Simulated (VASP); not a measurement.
Here is a VASP 6.6.1 calculation.

Contents of POSCAR:

```
MgO                                     
1.0
   -0.0000000000      2.0923003161      2.0923003161
    2.0923003161     -0.0000000000      2.0923003161
    2.0923003161      2.0923003161      0.0000000000
  Mg              O             
     1     1
Direct
     0.0000000000000000    0.0000000000000000    0.0000000000000000
     0.5000000000000000    0.5000000000000000    0.5000000000000000
```

INCAR.step1

```
PREC = Accurate
ENCUT = 520
EDIFF = 1E-5
ISMEAR = 0
SIGMA = 0.02
LREAL = False
LASPH = True
NELM = 100
ALGO = Normal
ISIF = 2
LWAVE = True
LCHARG = False
GGA = PE
KPAR = 4
```

File INCAR.step2:

```
PREC = Accurate
ENCUT = 520
EDIFF = 1E-6
ISMEAR = 0
SIGMA = 0.02
LREAL = False
LASPH = True
NELM = 100
ALGO = Normal
ISIF = 2
LWAVE = False
LCHARG = False
GGA = PE
LHFCALC = True
HFSCREEN = 0.2
PRECFOCK = Fast
ISTART = 1
KPAR = 4
```

The input KPOINTS:

```
regular mesh
0
Gamma
  8 8 8
```

File KPOINTS_OPT:

```
path GXWKGLUWLK,UX
12
line-mode
reciprocal
 0.0000000000  0.0000000000  0.0000000000  G
 0.5000000000  0.0000000000  0.5000000000  X

 0.5000000000  0.0000000000  0.5000000000  X
 0.5000000000  0.2500000000  0.7500000000  W

 0.5000000000  0.2500000000  0.7500000000  W
 0.3750000000  0.3750000000  0.7500000000  K

 0.3750000000  0.3750000000  0.7500000000  K
 0.0000000000  0.0000000000  0.0000000000  G

 0.0000000000  0.0000000000  0.0000000000  G
 0.5000000000  0.5000000000  0.5000000000  L

 0.5000000000  0.5000000000  0.5000000000  L
 0.6250000000  0.2500000000  0.6250000000  U

 0.6250000000  0.2500000000  0.6250000000  U
 0.5000000000  0.2500000000  0.7500000000  W

 0.5000000000  0.2500000000  0.7500000000  W
 0.5000000000  0.5000000000  0.5000000000  L

 0.5000000000  0.5000000000  0.5000000000  L
 0.3750000000  0.3750000000  0.7500000000  K

 0.6250000000  0.2500000000  0.6250000000  U
 0.5000000000  0.0000000000  0.5000000000  X
```

Potentials or basis: VASP PAW PBE potentials, release 64 (Mg, O).

The run is started by

```bash
$ cat potpaw_PBE.64/Mg/POTCAR potpaw_PBE.64/O/POTCAR > POTCAR
$ cp INCAR.step1 INCAR
$ mpirun -np 4 vasp_std > vasp.out
$ cp INCAR.step2 INCAR
$ mpirun -np 4 vasp_std > vasp.out
```

**Question.** Predict the band gap along the path.

**Answer.** 6.67 eV, direct.

**Question.** Estimate the band gap on the k mesh.

**Answer.** 6.67 eV, direct.

**Question.** Estimate the pressure.

**Answer.** 1.8 GPa.

Levels at the corners of the path, in eV from the valence-band top:
```
point  band 2  band 3  band 4  band 5  band 6  band 7
    Γ    0.00    0.00    0.00    6.67   17.90   17.90
    X   -4.47   -1.50   -1.50   10.91   12.10   15.61
    X   -4.47   -1.50   -1.50   10.91   12.10   15.61
    W   -3.23   -3.23   -1.94   13.83   13.83   14.48
    W   -3.23   -3.23   -1.94   13.83   13.83   14.48
    K   -3.82   -2.95   -1.28   12.05   14.06   14.90
    K   -3.82   -2.95   -1.28   12.05   14.06   14.90
    Γ    0.00    0.00    0.00    6.67   17.90   17.90
    Γ    0.00    0.00    0.00    6.67   17.90   17.90
    L   -5.02   -0.74   -0.74    9.83   15.13   18.56
    L   -5.02   -0.74   -0.74    9.83   15.13   18.56
    U   -3.82   -2.95   -1.28   12.05   14.06   14.90
    U   -3.82   -2.95   -1.28   12.05   14.06   14.90
    W   -3.23   -3.23   -1.94   13.83   13.83   14.48
    W   -3.23   -3.23   -1.94   13.83   13.83   14.48
    L   -5.02   -0.74   -0.74    9.83   15.13   18.56
    L   -5.02   -0.74   -0.74    9.83   15.13   18.56
    K   -3.82   -2.95   -1.28   12.05   14.06   14.90
    U   -3.82   -2.95   -1.28   12.05   14.06   14.90
    X   -4.47   -1.50   -1.50   10.91   12.10   15.61
```

Caveat: the PAW data sets were made with another functional, which shifts forces and pressure a little.

**Experimental background.**

“Electronic structure of alkaline earth and post-transition metal oxides”, 2009, arxiv:0908.1581 quotes, for a bulk crystal of MgO: band gap 7.83 eV.

Against the measured gap of MgO, 7.83 eV (quoted in “Electronic structure of alkaline earth and post-transition metal oxides”, 2009, arxiv:0908.1581), the calculated 6.67 eV is off by -1.16 eV. The value is that of HSE06, without temperature or zero-point motion. The cell is a database's relaxed one, not the measured one, which moves gaps too.
